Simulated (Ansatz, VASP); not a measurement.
# H2C4SCl2O2 (H2C4SCl2O2 (C2/c)) in two plane-wave programs, part 2 of 2

Wanted: the spread between two codes on one cell, functional and k mesh. Of the first pair: The structure shown is the start of the Ansatz relaxation below; VASP solves that cell, so the two are compared at the walk's first step.

VASP 6.6.1 and Ansatz 0.2.0.

So far. Step 3 (VASP: single point, PBE with D3(BJ), start cell, pair 1): The run ends at a pressure of 12.39 GPa, with forces up to 2.9 eV/Å.

**4. Comparison**

Known differences besides the potentials themselves: fixed occupations in Ansatz, narrow Gaussian smearing in VASP; the cutoff is 420 eV in Ansatz and 520 eV in VASP (PREC = Accurate, projectors in real space). Total energies have different zeros and are not compared.

Forces on 8 of the 176 atoms, those with the largest forces and the largest differences (eV/Å; atoms numbered as in POSCAR):

```
atom         Ansatz x, y, z           VASP x, y, z
O145  -1.459, 1.753, -2.528  -1.245, 1.519, -2.160
O147  -1.456, 1.754, -2.529  -1.242, 1.518, -2.158
O151   1.451, -1.748, 2.521   1.239, -1.512, 2.148
O153  -1.456, 1.754, -2.529  -1.244, 1.520, -2.162
O162    1.459, 1.751, 2.524    1.248, 1.520, 2.162
O163  -1.459, 1.754, -2.524  -1.246, 1.520, -2.154
O165   1.457, -1.753, 2.527   1.243, -1.516, 2.154
O171  -1.461, 1.756, -2.530  -1.248, 1.522, -2.160
```

The forces differ by 155 meV/Å r.m.s., which is 13.9 % of the r.m.s. force of 1.110 eV/Å (both taken over all components).

**5. Ansatz: relaxation, PBE with D3(BJ)**

This run makes the geometry at which the two programs are then compared.

The structure compared here is the end of the Ansatz relaxation.

This is the run of step 2 again, met here at its other cell.

**6. VASP: single point, PBE with D3(BJ), relaxed atoms in a fixed cell, pair 2**

The same cell, functional and mesh now go to VASP, with its own data sets.

INCAR

```
SYSTEM = H2C4SCl2O2
PREC = Accurate
ENCUT = 600
EDIFF = 1E-06
NELM = 120
ISMEAR = 0
SIGMA = 0.01
LREAL = Auto
ALGO = Normal
GGA = PE
IVDW = 12
NBANDS = 523
LORBIT = 11
LWAVE = .FALSE.
LCHARG = .FALSE.
ISIF = 2
LASPH = .TRUE.
GGA_COMPAT = .FALSE.
EFERMI = MIDGAP
```

POSCAR

```
H2C4SCl2O2
1.0
   14.8633300000      0.0006900000     -0.1104800000
    0.0004700000      9.9402200000      0.0008200000
   -0.2095400000      0.0013500000     16.4694300000
H C S Cl O
32 64 16 32 32
Direct
    0.3262300000      0.3240800000      0.0856900000
    0.1739700000      0.3240800000      0.1644500000
    0.0762400000      0.8240500000      0.0856900000
    0.4239000000      0.8241000000      0.1643600000
    0.1738400000      0.6759800000      0.4142600000
    0.3261200000      0.6759700000      0.3355200000
    0.4239200000      0.1760000000      0.4144200000
    0.0761200000      0.1759600000      0.3355700000
    0.3262400000      0.3240900000      0.5857600000
    0.1739800000      0.3241100000      0.6645100000
    0.0762100000      0.8240400000      0.5856500000
    0.4239500000      0.8240700000      0.6643800000
    0.1738400000      0.6760000000      0.9142800000
    0.3261100000      0.6760100000      0.8355300000
    0.4239000000      0.1759900000      0.9143300000
    0.0761500000      0.1759400000      0.8355900000
    0.8262000000      0.3240500000      0.0856600000
    0.6739400000      0.3240400000      0.1644100000
    0.5761600000      0.8240900000      0.0856000000
    0.9239600000      0.8240400000      0.1644200000
    0.6739200000      0.6759600000      0.4143600000
    0.8261700000      0.6759500000      0.3356000000
    0.9238700000      0.1759500000      0.4143400000
    0.5761900000      0.1760000000      0.3356700000
    0.8261700000      0.3240200000      0.5856400000
    0.6739100000      0.3240400000      0.6643900000
    0.5762000000      0.8240900000      0.5856200000
    0.9239500000      0.8240400000      0.6644000000
    0.6738900000      0.6759300000      0.9143400000
    0.8261400000      0.6759500000      0.8355700000
[... 140 atom lines left out ...]
    0.9578000000      0.2398600000      0.5588800000
    0.5423400000      0.2398600000      0.6911800000
    0.7923500000      0.2601700000      0.9411800000
    0.7077700000      0.2601400000      0.8088200000
    0.5423300000      0.7601800000      0.9411400000
    0.9576700000      0.7601900000      0.8087700000
```

KPOINTS

```
Automatic mesh
0
Gamma
1 1 1
0 0 0
```

Potentials, in the order of the species: H, C, S, Cl and O (PBE family, release 64).

Started as:

```
$ export OMP_NUM_THREADS=3
$ mpirun -np 1 vasp_gam
```

Numbers of over 12 decimals in the logs are rounded to 6 here.

The program printed:

```text
[... set-up lines as in an earlier step ...]
 entering main loop
       N       E                     dE             d eps       ncg     rms          rms(c)
DAV:   1     0.872380224581E+04    0.87238E+04   -0.46466E+05  1062   0.164E+03
DAV:   2     0.214634298085E+01   -0.87217E+04   -0.83340E+04  1548   0.353E+02
DAV:   3    -0.108247278352E+04   -0.10846E+04   -0.10694E+04  1228   0.133E+02
DAV:   4    -0.111694947303E+04   -0.34477E+02   -0.34252E+02  1284   0.246E+01
[...]
DAV:  16    -0.100686976739E+04   -0.25323E-05   -0.43005E-06  1132   0.359E-03    0.932E-03
DAV:  17    -0.100686977071E+04   -0.33183E-05   -0.34872E-06   988   0.279E-03    0.241E-03
DAV:  18    -0.100686977046E+04    0.24843E-06   -0.42213E-07   636   0.122E-03
   1 F= -.10277709E+04 E0= -.10277709E+04  d E =0.000000E+00
```

Parts of OUTCAR (step 6):

```text
  FREE ENERGIE OF THE ION-ELECTRON SYSTEM (eV)
  ---------------------------------------------------
  free  energy   TOTEN  =     -1027.7709412477 eV

  energy  without entropy=    -1027.7709412477  energy(sigma->0) =    -1027.77094125
```

The run ends at a pressure of 1.00 GPa, with forces up to 0.24 eV/Å.

**7. Side by side**

What differs besides the data sets and the points named for the pairs above, as far as they apply: the cutoff is 420 eV in Ansatz and 600 eV in VASP (PREC = Accurate, projectors in real space). Total energies have different zeros and are not compared.

Both answers:

```
              quantity  Ansatz   VASP  difference
        pressure (GPa)    1.64   1.00       +0.64
gap on the k mesh (eV)   2.065  2.072      -0.006
```

Forces on 7 of the 176 atoms, those with the largest forces and the largest differences (eV/Å; atoms numbered as in POSCAR):

```csv
atom,"Ansatz x, y, z","VASP x, y, z"
O145,"-0.002, 0.004, 0.000","0.101, -0.107, 0.183"
O146,"0.001, 0.004, -0.001","-0.102, -0.106, -0.181"
O147,"-0.002, 0.003, 0.000","0.101, -0.106, 0.181"
O150,"-0.001, -0.003, 0.001","0.102, 0.106, 0.181"
O151,"0.002, -0.003, 0.000","-0.100, 0.106, -0.181"
O158,"-0.001, -0.004, 0.001","0.103, 0.106, 0.184"
O165,"0.002, -0.003, -0.001","-0.102, 0.107, -0.182"
```

The forces differ by 89 meV/Å r.m.s., where the r.m.s. force is 0.005 eV/Å in Ansatz and 0.088 eV/Å in VASP: the atoms lie near their places of rest in Ansatz, so a percentage would say little (all taken over all components). A gap on the mesh is an upper bound, since the band edges may lie between its points.

**8. Outcome**

| Quantity | Value |
| --- | --- |
| r.m.s. force difference (single point, PBE with D3(BJ), start cell, pair 1) | 14 % of the r.m.s. force |
| r.m.s. force difference (single point, PBE with D3(BJ), relaxed atoms in a fixed cell, pair 2) | 89 meV/Å |
| difference in pressure (single point, PBE with D3(BJ), relaxed atoms in a fixed cell, pair 2) | 0.64 GPa |

In words: The r.m.s. force difference is 89 meV/Å (single point, PBE with D3(BJ), relaxed atoms in a fixed cell, pair 2), beyond the 12 meV/Å picked in this series as the mark of a large difference. What causes the difference of the single point, PBE with D3(BJ), start cell, pair 1 pair stays open here. What causes the difference of the single point, PBE with D3(BJ), relaxed atoms in a fixed cell, pair 2 pair stays open here. Such differences can come from data sets, numerical settings and the points named under the comparisons, not from the functional's error against experiment.

[Lines on the potential files, build, host, timing and source positions are cut from VASP's logs without a mark.]

[Logs are printed without paths, hosts, clocks, repeated set-up lines and the standing remarks that a program may print on its own settings, such as how far it seeks lower states.]

[Hosts, paths, dates, database ids (printed as entryN), source tags and the programs' standing remarks are cut or masked in the printed files.]
